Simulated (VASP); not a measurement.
# Be4TeSe3 (P-43m) in VASP: a series of runs, part 2 of 2

VASP 6.6.1.

### Step 3. Relaxation of cell and atoms, PBE

This run uses another cell than the first one, of 18.69 Å³/atom, 0.997 times its volume.

Input file INCAR:

```
SYSTEM = Be4TeSe3
PREC = Accurate
ENCUT = 520
EDIFF = 1E-7
ISMEAR = 0
SIGMA = 0.03
LREAL = .False.
LASPH = .True.
NELM = 120
ALGO = Normal
ISIF = 3
LWAVE = .False.
LCHARG = .False.
GGA = PE
IBRION = 2
NSW = 60
EDIFFG = -0.005
POTIM = 0.3
KPAR = 2
```

Input file KPOINTS:

```
regular mesh
0
Gamma
  6 6 6
  0 0 0
```

Input file POSCAR:

```
Be4TeSe3                                
1.0
    5.3080355046     -0.0000000000      0.0000000000
   -0.0000000000      5.3080355046      0.0000000000
    0.0000000000     -0.0000000000      5.3080355046
  Be              Te              Se            
     4     1     3
Direct
     0.2402282319192713    0.2402282319192713    0.2402282319192713
     0.7597717680807287    0.7597717680807287    0.2402282319192713
     0.7597717680807287    0.2402282319192713    0.7597717680807287
     0.2402282319192713    0.7597717680807287    0.7597717680807287
     0.5000000000000000    0.5000000000000000    0.5000000000000000
     0.5000000000000000    1.0000000000000000    1.0000000000000000
     1.0000000000000000    0.5000000000000000    1.0000000000000000
     1.0000000000000000    0.0000000000000000    0.5000000000000000
```

Potentials or basis: VASP PAW PBE potentials, release 64 (Be, Te, Se).

Command:

```
$ cat potpaw_PBE.64/Be/POTCAR potpaw_PBE.64/Te/POTCAR potpaw_PBE.64/Se/POTCAR > POTCAR
$ mpirun -np 2 vasp_std > vasp.out
```

OUTCAR:

```text
SYSTEM = Be4TeSe3
   PREC = Accurate
   ENCUT = 520
   EDIFF = 1E-7
   ISMEAR = 0
   LREAL = .False.
   LASPH = .True.
   NELM = 120
   ISIF = 3
   GGA = PE
   IBRION = 2
   NSW = 60
   EDIFFG = -0.005
   POTIM = 0.3

 ion  position               nearest neighbor table
   1  0.240  0.240  0.240-   6 2.27   7 2.27   8 2.27   5 2.39
   2  0.760  0.760  0.240-   6 2.27   7 2.27   8 2.27   5 2.39
   3  0.760  0.240  0.760-   6 2.27   7 2.27   8 2.27   5 2.39
   4  0.240  0.760  0.760-   6 2.27   7 2.27   8 2.27   5 2.39
   5  0.500  0.500  0.500-   1 2.39   2 2.39   3 2.39   4 2.39
   6  0.500  0.000  0.000-   1 2.27   2 2.27   3 2.27   4 2.27
   7  0.000  0.500  0.000-   1 2.27   2 2.27   3 2.27   4 2.27
   8  0.000  0.000  0.500-   1 2.27   2 2.27   3 2.27   4 2.27

  LATTYP: Found a simple cubic cell.
 ALAT       =     5.3080355046

  Lattice vectors:

 A1 = (   5.3080355046,   0.0000000000,   0.0000000000)
 A2 = (   0.0000000000,   5.3080355046,   0.0000000000)
 A3 = (   0.0000000000,   0.0000000000,   5.3080355046)

Analysis of symmetry for initial positions (statically):
=====================================================================
 Subroutine PRICEL returns:
 Original cell was already a primitive cell.

 Routine SETGRP: Setting up the symmetry group for a
 simple cubic supercell.

 Subroutine GETGRP returns: Found 24 space group operations
 (whereof 24 operations were pure point group operations)
 out of a pool of 48 trial point group operations.

The static configuration has the point symmetry T_d .

Analysis of symmetry for dynamics (positions and initial velocities):
=====================================================================
 Subroutine PRICEL returns:
 Original cell was already a primitive cell.

 Routine SETGRP: Setting up the symmetry group for a
 simple cubic supercell.

 Subroutine GETGRP returns: Found 24 space group operations
[... 119 lines left out ...]
   TEBEG  =    0.0;   TEEND  =   0.0 temperature during run
   PSTRESS=    0.0 pullay stress
   NELECT =      32.0000    total number of electrons
   NUPDOWN=      -1.0000    fix difference up-down
   EMIN   =  10.00;   EMAX   =-10.00  energy-range for DOS
   EFERMI =   0.00;   METHOD = LEGACY
   ISMEAR =     0;   SIGMA  =   0.03  broadening in eV -4-tet -1-fermi 0-gaus
   EFERMI_NEDOS =   21; number of points for ismear=-14 and -15
   IALGO  =     38    algorithm
   IMIX   =      4    mixing-type and parameters
     AMIX     =   0.40;   BMIX     =  1.00
     AMIX_MAG =   1.60;   BMIX_MAG =  1.00
  volume/ion in A,a.u.               =      18.69       126.16
  Fermi-wavevector in a.u.,A,eV,Ry     =   0.979169  1.850361 13.044885  0.958772
  Thomas-Fermi vector in A             =   2.110001
   LORBIT       =      0    0 simple, 1 ext, 2 COOP (PROOUT), +10 PAW based schemes
   GGA     = PE    functional components
   LHFCALC =     F    Hartree Fock is set to
   AEXX    =    0.0000 exact exchange contribution
   IVDW    =     0    specifies the selected vdW correction
   LEPSILON=     F    determine dielectric tensor
   LRPA    =     F    only Hartree local field effects (RPA)
 conjugate gradient relaxation of ions
 non-spin polarized calculation
 Gauss-broadening in eV      SIGMA  =   0.03
  energy-cutoff  :      520.00
  volume of cell :      149.56
 maximum number of plane-waves:      4068
 NGX is ok and might be reduce to    40
   NGX = 19   NGY = 19   NGZ = 19

--------------------------------------- Ionic step        1  -------------------------------------------

 number of electron      31.9999992 magnetization

 Free energy of the ion-electron system (eV)
  ---------------------------------------------------
  ext. energy  EPLUGINS =         0.00000000
  ---------------------------------------------------
  free energy    TOTEN  =       -33.95600366 eV

  energy without entropy =      -33.95600366  energy(sigma->0) =      -33.95600366

------------------------ aborting loop because EDIFF is reached ----------------------------------------

  FORCE on cell =-STRESS in cart. coord.  units (eV):
  Direction    XX          YY          ZZ          XY          YZ          ZX
  --------------------------------------------------------------------------------------
  -------------------------------------------------------------------------------------
  Total        0.0297905      0.0297905      0.0297905      0.0000000      0.0000000      0.0000000
  in kB        0.3191439      0.3191439      0.3191439      0.0000000      0.0000000      0.0000000
  external PRESSURE =       0.3191439 kB  Pullay stress =       0.0000000 kB
[... 71 lines left out ...]
--------------------------------------- Ionic step        3  -------------------------------------------

 number of electron      31.9999992 magnetization

 Free energy of the ion-electron system (eV)
  ---------------------------------------------------
  ext. energy  EPLUGINS =         0.00000000
  ---------------------------------------------------
  free energy    TOTEN  =       -33.95601939 eV

  energy without entropy =      -33.95601939  energy(sigma->0) =      -33.95601939

 E-fermi :   3.9408     XC(G=0):  -9.2455

 val. band max:        3.7697255499   @ k =   0.0000   0.0000   0.0000
 cond. band min:       5.8323397914   @ k =   0.0000   0.0000   0.0000
 fundamental gap:      2.0626142415
 Fermi energy:         3.9407792127

 k-point     1 :       0.0000    0.0000    0.0000
  band No.  band energies     occupation
      1      -9.8024      2.00000
      2      -8.4597      2.00000
      3      -8.4597      2.00000
      4      -6.5013      2.00000
      5      -1.3126      2.00000
      6      -1.3126      2.00000
[... 504 lines left out ...]
  FREE ENERGIE OF THE ION-ELECTRON SYSTEM (eV)
  ---------------------------------------------------
  free  energy   TOTEN  =       -33.9560193925 eV

  energy  without entropy=      -33.9560193925  energy(sigma->0) =      -33.95601939

 reached required accuracy - stopping structural energy minimisation
```

OSZICAR:

```text
N       E                     dE             d eps       ncg     rms          rms(c)
DAV:   1     0.145823963504E+03    0.14582E+03   -0.12744E+04   840   0.128E+03
DAV:   2    -0.217613613923E+02   -0.16759E+03   -0.15943E+03  1153   0.204E+02
DAV:   3    -0.341429230888E+02   -0.12382E+02   -0.12306E+02  1072   0.636E+01
[... 24 lines left out ...]
DAV:   2    -0.339560215270E+02    0.56510E-05   -0.97829E-06  1025   0.190E-02    0.520E-03
DAV:   3    -0.339560198577E+02    0.16693E-05   -0.58578E-06   986   0.101E-02    0.315E-03
DAV:   4    -0.339560196577E+02    0.20006E-06   -0.17708E-07   665   0.238E-03    0.180E-03
DAV:   5    -0.339560193365E+02    0.32113E-06   -0.10173E-07   610   0.205E-03    0.331E-04
DAV:   6    -0.339560193925E+02   -0.55906E-07   -0.20505E-08   570   0.130E-03
   3 F= -.33956019E+02 E0= -.33956019E+02  d E =-.157347E-04
```

Wall time 39 s (2 MPI ranks of Intel Xeon Platinum 8559C (Emerald Rapids), shared host); peak memory 0.26 GiB.

Results:

| Property | Result |
| --- | --- |
| Free energy | -33.9560 eV |
| Relaxed volume | 18.71 Å³/atom |
| Relaxed cell | a = 5.309 Å, b = 5.309 Å, c = 5.309 Å, α = 90.00°, β = 90.00°, γ = 90.00° |
| Space group after relaxing (to 0.05 Å) | P-43m (No. 215) |
| Energy gained by relaxing | 0.0 meV/atom |
| Ionic steps | 3 |
| Pressure after relaxing | 0.0 GPa |
| Band gap on the k mesh | 2.06 eV, direct |

Forces on the atoms (eV/Å):
```
Be  -0.002 -0.002 -0.002
Be   0.002  0.002 -0.002
Be   0.002 -0.002  0.002
Be  -0.002  0.002  0.002
Te   0.000  0.000  0.000
Se   0.000  0.000  0.000
Se   0.000  0.000  0.000
Se   0.000  0.000  0.000
```

Final structure:
```cif
data_structure
_symmetry_space_group_name_H-M 'P 1'
_symmetry_Int_Tables_number 1
_cell_length_a 5.3091
_cell_length_b 5.3091
_cell_length_c 5.3091
_cell_angle_alpha 90.000
_cell_angle_beta 90.000
_cell_angle_gamma 90.000
_cell_volume 149.64
loop_
_atom_site_label
_atom_site_type_symbol
_atom_site_fract_x
_atom_site_fract_y
_atom_site_fract_z
_atom_site_occupancy
Be1 Be 0.24017 0.24017 0.24017 1
Be2 Be 0.75983 0.75983 0.24017 1
Be3 Be 0.75983 0.24017 0.75983 1
Be4 Be 0.24017 0.75983 0.75983 1
Te1 Te 0.50000 0.50000 0.50000 1
Se1 Se 0.50000 0.00000 0.00000 1
Se2 Se 0.00000 0.50000 0.00000 1
Se3 Se 0.00000 0.00000 0.50000 1
```

Levels at points of the mesh, in eV from the valence-band top:
| k point | band 13 | band 14 | band 15 | band 16 | band 17 | band 18 | band 19 | band 20 |
| --- | --- | --- | --- | --- | --- | --- | --- | --- |
| (0.00, 0.00, 0.00) | -2.59 | 0.00 | 0.00 | 0.00 | 2.06 | 2.44 | 2.44 | 3.68 |
| (0.50, 0.00, 0.00) | -2.01 | -2.01 | -1.32 | -1.32 | 3.19 | 3.51 | 5.01 | 5.30 |
| (0.50, 0.50, 0.00) | -1.71 | -1.45 | -0.85 | -0.85 | 4.39 | 4.39 | 4.43 | 5.07 |
| (0.50, 0.50, 0.50) | -1.40 | -0.56 | -0.56 | -0.56 | 3.52 | 3.52 | 3.52 | 4.67 |

Caveat: spin-orbit coupling is left out, which moves the levels of the heavy elements.

### Step 4. Single point, r2SCAN

This run uses another cell than the first one, of 18.71 Å³/atom, 0.997 times its volume.

Input file INCAR:

```
SYSTEM = Be4TeSe3
PREC     = Accurate       ! precision mode
ENCUT    = 520            ! plane-wave cutoff, eV
EDIFF    = 1E-6           ! SCF threshold, eV
ISMEAR   = 0              ! smearing method
SIGMA    = 0.03           ! smearing width, eV
LREAL    = .False.        ! projectors in reciprocal space
LASPH    = .True.         ! aspherical terms in the spheres
NELM     = 150            ! most SCF steps
ALGO     = Normal         ! electronic algorithm
ISIF     = 2              ! what is computed and relaxed
LWAVE    = .False.        ! write WAVECAR
LCHARG   = .False.        ! write CHGCAR
METAGGA  = R2SCAN         ! meta-GGA
LMIXTAU  = .True.       
KPAR     = 2
```

KPOINTS is that of step 3.

Input file POSCAR:

```
Be4TeSe3                                
1.0
    5.3090851852      0.0000000000      0.0000000000
    0.0000000000      5.3090851852      0.0000000000
   -0.0000000000      0.0000000000      5.3090851852
  Be              Te              Se            
     4     1     3
Direct
     0.2401737117536486    0.2401737117536486    0.2401737117536486
     0.7598262882463515    0.7598262882463515    0.2401737117536486
     0.7598262882463515    0.2401737117536486    0.7598262882463515
     0.2401737117536486    0.7598262882463515    0.7598262882463515
     0.5000000000000000    0.5000000000000000    0.5000000000000000
     0.5000000000000000    0.0000000000000000    0.0000000000000000
     0.0000000000000000    0.5000000000000000    0.0000000000000000
     0.0000000000000000    0.0000000000000000    0.5000000000000000
```

Command:

```
$ cat potpaw_PBE.64/Be/POTCAR potpaw_PBE.64/Te/POTCAR potpaw_PBE.64/Se/POTCAR > POTCAR
$ mpirun -np 2 vasp_std > vasp.out
```

It took 86 s on 2 MPI ranks of Intel Xeon Platinum 8559C (Emerald Rapids), shared host; peak memory 0.29 GiB.

The run converged. Its results:

| Item | Value |
| --- | --- |
| Free energy | -91.9985 eV |
| Pressure | -0.5 GPa |
| Largest force | 0.006 eV/Å |
| Band gap on the k mesh | 2.51 eV, direct |

Forces on the atoms (eV/Å):
```
Be  -0.003 -0.003 -0.003
Be   0.003  0.003 -0.003
Be   0.003 -0.003  0.003
Be  -0.003  0.003  0.003
Te   0.000  0.000  0.000
Se   0.000  0.000  0.000
Se   0.000  0.000  0.000
Se   0.000  0.000  0.000
```

Levels at points of the mesh, in eV from the valence-band top:
```csv
k point,band 13,band 14,band 15,band 16,band 17,band 18,band 19,band 20
"(0.00, 0.00, 0.00)",-2.67,0.00,0.00,0.00,2.51,2.88,2.88,4.11
"(0.50, 0.00, 0.00)",-2.07,-2.07,-1.34,-1.34,3.67,4.00,5.49,5.84
"(0.50, 0.50, 0.00)",-1.77,-1.50,-0.86,-0.86,4.94,4.96,4.96,5.61
"(0.50, 0.50, 0.50)",-1.45,-0.56,-0.56,-0.56,4.06,4.06,4.06,5.30
```

Caveat: the PAW data sets were made with another functional, which shifts forces and pressure a little; spin-orbit coupling is left out, which moves the levels of the heavy elements. A k mesh can miss the band edges.
